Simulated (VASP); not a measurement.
# Mn3CuS (Pm-3m) in VASP: single point with PBE

Aim: the single point of Mn3CuS with PBE.

Everything below comes from runs of VASP 6.6.1. Logs are shortened: lines on timing, memory, paths and dates and some standing lists are left out, and cuts for length are marked.

### Step 1. The cell of the first run

Symmetry: Pm-3m, No. 221, cubic system. Conventional cell: a = 4.040 Å, b = 4.040 Å, c = 4.040 Å, α = 90.00°, β = 90.00°, γ = 90.00°. Mn (site symmetry 4/mmm) has 2 Cu at 2.02 Å as nearest neighbours. Cu (site symmetry m-3m) is surrounded by 6 Mn at 2.02 Å. S (site symmetry m-3m) is surrounded by 12 Mn at 2.86 Å.

The cell was built by a generator and needn't be a form met in nature.

### Step 2. Single point, PBE, collinear spin, typed start (species swapped into the KAgF3 type (Pm-3m, No. 221))

The input, INCAR:

```
PREC = Accurate ; ENCUT = 520
EDIFF = 1E-7 ; ISMEAR = 0
SIGMA = 0.1 ; LREAL = False
LASPH = True ; NELM = 150
ALGO = Normal ; ISIF = 2
LWAVE = False ; LCHARG = False
ISPIN = 2 ; MAGMOM = -4 4 -4 1 0
LORBIT = 11 ; LMAXMIX = 4
GGA = PE ; NBANDS = 40
```

The input, KPOINTS:

```
regular mesh
0
Gamma
  4 4 4
```

The input, POSCAR:

```
Mn3CuS
1.0
    4.0404419500      0.0000000000      0.0000000000
    0.0000000000      4.0404419500      0.0000000000
    0.0000000000      0.0000000000      4.0404419500
Mn Cu S
3 1 1
Direct
    0.0000000000      0.0000000000      0.5000000000
    0.5000000000      0.0000000000      0.0000000000
    0.0000000000      0.5000000000      0.0000000000
    0.0000000000      0.0000000000      0.0000000000
    0.5000000000      0.5000000000      0.5000000000
```

Potentials or basis: VASP PAW PBE potentials, release 64 (Mn_pv, Cu, S).

On the command line:

```sh
> cat potpaw_PBE.64/Mn_pv/POTCAR potpaw_PBE.64/Cu/POTCAR potpaw_PBE.64/S/POTCAR > POTCAR
> mpirun -np 1 vasp_std > vasp.out
```

OUTCAR:

```text
PREC = Accurate
   ENCUT = 520
   EDIFF = 1E-7
   ISMEAR = 0
   LREAL = False
   LASPH = True
   NELM = 150
   ISIF = 2
   ISPIN = 2
   LORBIT = 11
   GGA = PE

 ion  position               nearest neighbor table
   1  0.000  0.000  0.500-   4 2.02   4 2.02   2 2.86   5 2.86   2 2.86   3 2.86   3 2.86   3 2.86
                             5 2.86   3 2.86   2 2.86   5 2.86   2 2.86   5 2.86
   2  0.500  0.000  0.000-   4 2.02   4 2.02   1 2.86   5 2.86   1 2.86   5 2.86   3 2.86   5 2.86
                             5 2.86   1 2.86   3 2.86   3 2.86   1 2.86   3 2.86
   3  0.000  0.500  0.000-   4 2.02   4 2.02   1 2.86   5 2.86   1 2.86   5 2.86   1 2.86   2 2.86
                             2 2.86   1 2.86   2 2.86   5 2.86   5 2.86   2 2.86
   4  0.000  0.000  0.000-   1 2.02   2 2.02   3 2.02   1 2.02   3 2.02   2 2.02
   5  0.500  0.500  0.500-   1 2.86   2 2.86   3 2.86   2 2.86   3 2.86   1 2.86   2 2.86   2 2.86
                             1 2.86   3 2.86   3 2.86   1 2.86

  LATTYP: Found a simple cubic cell.
 ALAT       =     4.0404419500

  Lattice vectors:

 A1 = (   4.0404419500,   0.0000000000,   0.0000000000)
 A2 = (   0.0000000000,   4.0404419500,   0.0000000000)
 A3 = (   0.0000000000,   0.0000000000,   4.0404419500)

Analysis of symmetry for initial positions (statically):
=====================================================================
 Subroutine PRICEL returns:
 Original cell was already a primitive cell.

 Routine SETGRP: Setting up the symmetry group for a
 simple cubic supercell.

 Subroutine GETGRP returns: Found 48 space group operations
 (whereof 48 operations were pure point group operations)
 out of a pool of 48 trial point group operations.

The static configuration has the point symmetry O_h .

Analysis of symmetry for dynamics (positions and initial velocities):
=====================================================================
 Subroutine PRICEL returns:
 Original cell was already a primitive cell.

 Routine SETGRP: Setting up the symmetry group for a
 simple cubic supercell.

 Subroutine GETGRP returns: Found 48 space group operations
 (whereof 48 operations were pure point group operations)
 out of a pool of 48 trial point group operations.

The dynamic configuration has the point symmetry O_h .

Analysis of structural, dynamic, and magnetic symmetry:
=====================================================================
 Subroutine PRICEL returns:
 Original cell was already a primitive cell.

 Routine SETGRP: Setting up the symmetry group for a
 simple cubic supercell.

 Subroutine GETGRP returns: Found 16 space group operations
 (whereof 16 operations were pure point group operations)
 out of a pool of 48 trial point group operations.

The overall configuration has the point symmetry D_4h.

 Subroutine INISYM returns: Found 16 space group operations
 (whereof 16 operations are pure point group operations),
 and found     1 'primitive' translations

----------------------------------------------------------------------------------------

                                     Primitive cell

  volume of cell :      65.9609

  direct lattice vectors                    reciprocal lattice vectors
     4.040441950  0.000000000  0.000000000     0.247497678  0.000000000  0.000000000
     0.000000000  4.040441950  0.000000000     0.000000000  0.247497678  0.000000000
     0.000000000  0.000000000  4.040441950     0.000000000  0.000000000  0.247497678

  length of vectors
     4.040441950  4.040441950  4.040441950     0.247497678  0.247497678  0.247497678

  position of ions in fractional coordinates (direct lattice)
     0.000000000  0.000000000  0.500000000
     0.500000000  0.000000000  0.000000000
     0.000000000  0.500000000  0.000000000
     0.000000000  0.000000000  0.000000000
     0.500000000  0.500000000  0.500000000

  ion indices of the primitive-cell ions
   primitive index   ion index
                 1           1
                 2           2
                 3           3
                 4           4
                 5           5

----------------------------------------------------------------------------------------

 KPOINTS: regular mesh

Automatic generation of k-mesh.
 Grid dimensions read from file:
 generate k-points for:    4    4    4

 Generating k-lattice:

  Cartesian coordinates                     Fractional coordinates (reciprocal lattice)
     0.061874419  0.000000000  0.000000000     0.250000000  0.000000000  0.000000000
     0.000000000  0.061874419  0.000000000     0.000000000  0.250000000  0.000000000
     0.000000000  0.000000000  0.061874419     0.000000000  0.000000000  0.250000000

  Length of vectors
     0.061874419  0.061874419  0.061874419

  Shift w.r.t. Gamma in fractional coordinates (k-lattice)
     0.000000000  0.000000000  0.000000000

 Subroutine IBZKPT returns following result:
 ===========================================

 Found     18 irreducible k-points:

 Following reciprocal coordinates:
            Coordinates               Weight
  0.000000  0.000000  0.000000      1.000000
  0.250000  0.000000  0.000000      2.000000
  0.000000  0.250000  0.000000      4.000000
  0.500000  0.000000  0.000000      1.000000
  0.000000  0.500000  0.000000      2.000000
  0.250000  0.250000  0.000000      8.000000
[... 10 lines left out ...]
  0.250000  0.500000  0.500000      2.000000
  0.500000  0.500000  0.500000      1.000000
   k-points           NKPTS =     18   k-points in BZ     NKDIM =     18   number of bands    NBANDS=     40
   number of dos      NEDOS =    301   number of ions     NIONS =      5
   total plane-waves  NPLWV =  27000
   dimension x,y,z NGX =    30 NGY =   30 NGZ =   30
   dimension x,y,z NGXF=    60 NGYF=   60 NGZF=   60
   ions per type =               3   1   1
   NGX,Y,Z   is equivalent  to a cutoff of  12.34, 12.34, 12.34 a.u.
   NGXF,Y,Z  is equivalent  to a cutoff of  24.69, 24.69, 24.69 a.u.
 SYSTEM =  unknown system
   PREC   = accura    normal or accurate (medium, high low for compatibility)
   ISTART =      0    job   : 0-new  1-cont  2-samecut
   ICHARG =      2    charge: 1-file 2-atom 10-const
   ISPIN  =      2    spin polarized calculation?
   LNONCOLLINEAR =      F non collinear calculations
   LSORBIT =      F    spin-orbit coupling
   LASPH  =      T    aspherical Exc in radial PAW
   ENCUT  =  520.0 eV  38.22 Ry    6.18 a.u.   7.51  7.51  7.51*2*pi/ulx,y,z
   NELM   =    150;   NELMIN=  2; NELMDL= -5     # of ELM steps
   EDIFF  = 0.1E-06   stopping-criterion for ELM
   LREAL  =      F    real-space projection
   EDIFFG = 0.1E-05   stopping-criterion for IOM
   NSW    =      0    number of steps for IOM
   IBRION =     -1    ionic relax: 0-MD 1-quasi-New 2-CG
   NFREE  =      0    steps in history (QN), initial steepest desc. (CG)
   ISIF   =      2    stress and relaxation
   ISYM   =      2    0-nonsym 1-usesym 2-fastsym
   POTIM  = 0.5000    time-step for ionic-motion
   TEBEG  =    0.0;   TEEND  =   0.0 temperature during run
   PSTRESS=    0.0 pullay stress
   NELECT =      56.0000    total number of electrons
   NUPDOWN=      -1.0000    fix difference up-down
   EMIN   =  10.00;   EMAX   =-10.00  energy-range for DOS
   EFERMI =   0.00;   METHOD = LEGACY
   ISMEAR =     0;   SIGMA  =   0.10  broadening in eV -4-tet -1-fermi 0-gaus
   EFERMI_NEDOS =   21; number of points for ismear=-14 and -15
   IALGO  =     38    algorithm
   IMIX   =      4    mixing-type and parameters
     AMIX     =   0.40;   BMIX     =  1.00
     AMIX_MAG =   1.60;   BMIX_MAG =  1.00
  volume/ion in A,a.u.               =      13.19        89.03
  Fermi-wavevector in a.u.,A,eV,Ry     =   1.550156  2.929369 32.694561  2.402982
  Thomas-Fermi vector in A             =   2.654860
   LORBIT       =     11    0 simple, 1 ext, 2 COOP (PROOUT), +10 PAW based schemes
   GGA     = PE    functional components
   LHFCALC =     F    Hartree Fock is set to
   AEXX    =    0.0000 exact exchange contribution
   IVDW    =     0    specifies the selected vdW correction
   LEPSILON=     F    determine dielectric tensor
   LRPA    =     F    only Hartree local field effects (RPA)
 spin polarized calculation
 Gauss-broadening in eV      SIGMA  =   0.10
  energy-cutoff  :      520.00
  volume of cell :       65.96
 maximum number of plane-waves:      1800
   NGX = 15   NGY = 15   NGZ = 15

 number of electron      56.0000092 magnetization      -3.0446913

 Free energy of the ion-electron system (eV)
  ---------------------------------------------------
  ext. energy  EPLUGINS =         0.00000000
  ---------------------------------------------------
  free energy    TOTEN  =       -27.13383250 eV

  energy without entropy =      -27.11717515  energy(sigma->0) =      -27.12550383

 E-fermi :   9.0977     XC(G=0): -12.2527

 val. band max:        9.0545391760   @ k =   0.5000   0.5000   0.0000
 cond. band min:       9.1145313647   @ k =   0.2500   0.2500   0.0000
 fundamental gap:      0.0599921887
 Fermi energy:         9.0977209403

 spin component 1

 k-point     1 :       0.0000    0.0000    0.0000
  band No.  band energies     occupation
      1     -41.0089      1.00000
      2     -41.0089      1.00000
      3     -40.8862      1.00000
      4     -37.4869      1.00000
      5     -37.4869      1.00000
      6     -37.0824      1.00000
[... 32 lines left out ...]
     39      15.1249      0.00000
     40      19.2565      0.00000

 k-point     2 :       0.2500    0.0000    0.0000
  band No.  band energies     occupation
      1     -41.0090      1.00000
      2     -41.0090      1.00000
      3     -40.8994      1.00000
      4     -37.4872      1.00000
      5     -37.4872      1.00000
      6     -37.0840      1.00000
[... 677 lines left out ...]
     39      15.9955      0.00000
     40      15.9955      0.00000

 k-point    18 :       0.5000    0.5000    0.5000
  band No.  band energies     occupation
      1     -41.0108      1.00000
      2     -41.0108      1.00000
      3     -40.9139      1.00000
      4     -37.5715      1.00000
      5     -37.4537      1.00000
      6     -37.1109      1.00000
[... 32 lines left out ...]
     39      16.1411      0.00000
     40      16.5104      0.00000
 Fermi energy:         9.0977209403

 spin component 2

 k-point     1 :       0.0000    0.0000    0.0000
  band No.  band energies     occupation
      1     -40.6177      1.00000
      2     -40.5983      1.00000
      3     -40.5821      1.00000
      4     -40.5821      1.00000
      5     -40.4956      1.00000
      6     -40.4956      1.00000
[... 32 lines left out ...]
     39      14.6325      0.00000
     40      18.7541      0.00000

 k-point     2 :       0.2500    0.0000    0.0000
  band No.  band energies     occupation
      1     -40.6177      1.00000
      2     -40.5989      1.00000
      3     -40.5819      1.00000
      4     -40.5819      1.00000
      5     -40.4955      1.00000
      6     -40.4955      1.00000
[... 677 lines left out ...]
     39      15.8404      0.00000
     40      15.8404      0.00000

 k-point    18 :       0.5000    0.5000    0.5000
  band No.  band energies     occupation
      1     -40.6199      1.00000
      2     -40.6100      1.00000
      3     -40.6100      1.00000
      4     -40.5914      1.00000
      5     -40.5164      1.00000
      6     -40.4864      1.00000
[... 32 lines left out ...]
     39      16.2061      0.00000
     40      16.2061      0.00000

------------------------ aborting loop because EDIFF is reached ----------------------------------------

  FORCE on cell =-STRESS in cart. coord.  units (eV):
  Direction    XX          YY          ZZ          XY          YZ          ZX
  --------------------------------------------------------------------------------------
  -------------------------------------------------------------------------------------
  Total       20.2416836     19.9606255     19.9606255      0.0000000     -0.0000000      0.0000000
  in kB      491.6664790    484.8396347    484.8396347      0.0000000     -0.0000000      0.0000000
  external PRESSURE =     487.1152494 kB  Pullay stress =       0.0000000 kB

 VOLUME and BASIS-vectors are now :
 -----------------------------------------------------------------------------
  energy-cutoff  :      520.00
  volume of cell :       65.96
      direct lattice vectors                 reciprocal lattice vectors
     4.040441950  0.000000000  0.000000000     0.247497678  0.000000000  0.000000000
     0.000000000  4.040441950  0.000000000     0.000000000  0.247497678  0.000000000
     0.000000000  0.000000000  4.040441950     0.000000000  0.000000000  0.247497678

 POSITION                                       TOTAL-FORCE (eV/Angst)
 -----------------------------------------------------------------------------------
      0.00000      0.00000      2.02022         0.000000      0.000000      0.000000
      2.02022      0.00000      0.00000         0.000000      0.000000      0.000000
      0.00000      2.02022      0.00000         0.000000      0.000000      0.000000
      0.00000      0.00000      0.00000         0.000000      0.000000      0.000000
      2.02022      2.02022      2.02022         0.000000      0.000000      0.000000
 -----------------------------------------------------------------------------------
    total drift:                               -0.000000     -0.000000      0.000000

  FREE ENERGIE OF THE ION-ELECTRON SYSTEM (eV)
  ---------------------------------------------------
  free  energy   TOTEN  =       -27.1338325030 eV

  energy  without entropy=      -27.1171751482  energy(sigma->0) =      -27.12550383

 total charge

# of ion       s       p       d       tot
------------------------------------------
    1        0.344   6.288   5.206  11.838
    2        0.362   6.302   5.149  11.813
    3        0.344   6.288   5.206  11.838
    4        0.867   0.902   9.259  11.027
    5        1.384   2.185   0.000   3.570
--------------------------------------------------
tot          3.302  21.965  24.819  50.086

 magnetization (x)

# of ion       s       p       d       tot
------------------------------------------
    1       -0.031  -0.031  -3.135  -3.197
    2        0.076   0.073   3.319   3.469
    3       -0.031  -0.031  -3.135  -3.197
    4        0.012   0.038  -0.110  -0.060
    5       -0.004   0.028   0.000   0.023
--------------------------------------------------
tot          0.021   0.078  -3.060  -2.961
```

Run time: 96 s. Hardware: 1 thread of AMD EPYC 7R13 (Zen 3), shared host; peak memory 0.2 GiB.

Results:

```
Free energy                                           : -27.1338 eV
Pressure                                              : 48.7 GPa
Band gap on the k mesh                                : none (metal or under the smearing width)
Net moment                                            : -3.04 μB per cell
Site moments                                          : Mn -3.20, +3.47; Cu -0.06; S +0.02 μB
Valence electrons inside the program's atomic spheres : Mn 11.84, 11.81; Cu 11.03; S 3.57
```

Caveat: the k mesh is coarse (spacing up to 0.39 Å⁻¹), so the values aren't converged; a pressure of tens of GPa on the cell as given is suspect, and the run, the potentials or the cell itself is likely at fault; semilocal functionals often make such compounds metallic where correlation or magnetic order opens a gap, which also shifts bond lengths.
